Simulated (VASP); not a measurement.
Level of theory: PBE GGA, VASP's PBE PAW potentials (set 64) (plane waves; VASP).

Input for VASP

**POSCAR**
```
CuAu
1.0
  2.8388584038   0.0000000000   0.0000000000
  0.0000000000   2.8388584038   0.0000000000
  0.0000000000   0.0000000000   3.7250755699
Cu Au
1 1
direct
  0.0000000000   0.0000000000   0.0000000000
  0.5000000000   0.5000000000   0.5000000000
```

### KPOINTS
```
Automatic
0
G
 13 13 10
0 0 0
```

INCAR:
```
ALGO = Normal
EDIFF = 1E-7
EDIFFG = -0.01
ENCUT = 520
GGA = PE
IBRION = 2
ISIF = 4
ISMEAR = 1
LASPH = .TRUE.
LCHARG = .FALSE.
LMAXMIX = 6
LREAL = .FALSE.
LWAVE = .FALSE.
NELM = 100
NSW = 30
PREC = Accurate
SIGMA = 0.1
SYSTEM = CuAu
```

POTCAR, in this order: Cu Au (PBE.64 set). Program: vasp_std.

Output of the run:

**OSZICAR**
```
       N       E                     dE             d eps       ncg     rms          rms(c)
DAV:   1     0.132554726165E+03    0.13255E+03   -0.11495E+04  5192   0.208E+03
DAV:   2    -0.307949651581E+01   -0.13563E+03   -0.12968E+03  5131   0.335E+02
DAV:   3    -0.797545847098E+01   -0.48960E+01   -0.48104E+01  6342   0.749E+01
DAV:   4    -0.802762958948E+01   -0.52171E-01   -0.52151E-01  5742   0.651E+00
DAV:   5    -0.802912764230E+01   -0.14981E-02   -0.14980E-02  7589   0.121E+00    0.109E+01
DAV:   6    -0.753229380454E+01    0.49683E+00   -0.88679E+00  5168   0.858E+01    0.545E+00
DAV:   7    -0.711412345164E+01    0.41817E+00   -0.31952E+00  6254   0.905E+01    0.536E+00
DAV:   8    -0.706951369560E+01    0.44610E-01   -0.24390E-01  7147   0.123E+01    0.265E+00
DAV:   9    -0.706288049209E+01    0.66332E-02   -0.20705E-02  7815   0.348E+00    0.118E-01
DAV:  10    -0.706257260681E+01    0.30789E-03   -0.27598E-03  7386   0.717E-01    0.813E-02
DAV:  11    -0.706257962105E+01   -0.70142E-05   -0.12351E-04  7682   0.285E-01    0.521E-02
DAV:  12    -0.706256942188E+01    0.10199E-04   -0.27901E-05  6699   0.188E-01    0.304E-03
DAV:  13    -0.706256931598E+01    0.10590E-06   -0.84560E-07  5958   0.924E-03    0.109E-03
DAV:  14    -0.706256932701E+01   -0.11036E-07   -0.36576E-08  3262   0.218E-03
   1 F= -.70625693E+01 E0= -.70625624E+01  d E =-.706257E+01
       N       E                     dE             d eps       ncg     rms          rms(c)
DAV:   1    -0.706319852216E+01   -0.62921E-03   -0.25099E-02  5516   0.152E+00    0.145E-01
DAV:   2    -0.706288471794E+01    0.31380E-03   -0.45752E-04  7388   0.572E-01    0.874E-02
DAV:   3    -0.706277910977E+01    0.10561E-03   -0.49985E-04  6232   0.755E-01    0.643E-02
DAV:   4    -0.706271638767E+01    0.62722E-04   -0.25802E-04  6415   0.534E-01    0.107E-02
DAV:   5    -0.706271704079E+01   -0.65311E-06   -0.88912E-06  5510   0.326E-02    0.714E-03
DAV:   6    -0.706271707020E+01   -0.29409E-07   -0.83669E-07  6588   0.229E-02
   2 F= -.70627171E+01 E0= -.70627300E+01  d E =-.147743E-03
       N       E                     dE             d eps       ncg     rms          rms(c)
DAV:   1    -0.706564048061E+01   -0.29234E-02   -0.14523E-01  5523   0.364E+00    0.348E-01
DAV:   2    -0.706381538106E+01    0.18251E-02   -0.26601E-03  7412   0.137E+00    0.210E-01
DAV:   3    -0.706320387407E+01    0.61151E-03   -0.28625E-03  6232   0.181E+00    0.154E-01
DAV:   4    -0.706284217665E+01    0.36170E-03   -0.14939E-03  6395   0.128E+00    0.256E-02
DAV:   5    -0.706284588798E+01   -0.37113E-05   -0.51243E-05  5670   0.804E-02    0.172E-02
DAV:   6    -0.706284600422E+01   -0.11624E-06   -0.48710E-06  7524   0.548E-02    0.392E-03
DAV:   7    -0.706284580067E+01    0.20355E-06   -0.12257E-06  6509   0.361E-02    0.942E-04
DAV:   8    -0.706284579970E+01    0.96315E-09   -0.27056E-08  2870   0.190E-03
   3 F= -.70628458E+01 E0= -.70629031E+01  d E =-.276473E-03
```

### OUTCAR
```
------------------------ aborting loop because EDIFF is reached ----------------------------------------
  FORCE on cell =-STRESS in cart. coord.  units (eV):
  Direction    XX          YY          ZZ          XY          YZ          ZX
  --------------------------------------------------------------------------------------
  Total       -0.0082403     -0.0082403     -0.0126182      0.0000000     -0.0000000     -0.0000000
  in kB       -0.4397741     -0.4397741     -0.6734197      0.0000000     -0.0000000     -0.0000000
  external PRESSURE =      -0.5176560 kB  Pullay stress =       0.0000000 kB
  volume of cell :       30.02
      direct lattice vectors                 reciprocal lattice vectors
     2.830766780  0.000000000 -0.000000000     0.353261175 -0.000000000 -0.000000000
     0.000000000  2.830766780 -0.000000000    -0.000000000  0.353261175 -0.000000000
     0.000000000  0.000000000  3.746401941     0.000000000  0.000000000  0.266922774
 POSITION                                       TOTAL-FORCE (eV/Angst)
 -----------------------------------------------------------------------------------
      0.00000      0.00000      0.00000         0.000000      0.000000      0.000000
      1.41538      1.41538      1.87320        -0.000000     -0.000000      0.000000
 -----------------------------------------------------------------------------------
    total drift:                                0.000000      0.000000     -0.000000
  FREE ENERGIE OF THE ION-ELECTRON SYSTEM (eV)
  ---------------------------------------------------
  free  energy   TOTEN  =        -7.0628457997 eV

  energy  without entropy=       -7.0630178216  energy(sigma->0) =       -7.06290314

 reached required accuracy - stopping structural energy minimisation
```
(Selected blocks of OUTCAR.)

CONTCAR:
```
CuAu
   1.00000000000000
     2.8307667797008920    0.0000000000000000   -0.0000000000000000
     0.0000000000000000    2.8307667797008920   -0.0000000000000000
     0.0000000000000000    0.0000000000000000    3.7464019406501756
  Cu              Au
     1     1
Direct
     0.0000000000000000    0.0000000000000000    0.0000000000000000
     0.5000000000000000    0.5000000000000000    0.5000000000000000
```

The compound is CuAu in the L1_0 structure. This run relaxes it. Symmetry was kept, so distortions that lower it aren't found.
